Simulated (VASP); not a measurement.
Here is the system:

```
Mg
1.0
    1.60017    -2.77158     0.00000
    1.60017     2.77158     0.00000
    0.00000     0.00000     5.09291
Mg
2
Direct
  0.33333   0.66667   0.25000
  0.66667   0.33333   0.75000
```

Calculation: optB88-vdW, VASP's PBE PAW potentials (set 64) (plane waves; VASP 6.6.1). Run with 520 eV cut-off, Gaussian smearing of 0.050 eV, potentials Mg.

Predict the band gap (along the path) with the smallest direct gap where there is one.

- band gap (along the path) = none (metal, semimetal or under 0.01 eV)

The compound is Mg in the hcp structure. It was relaxed first.
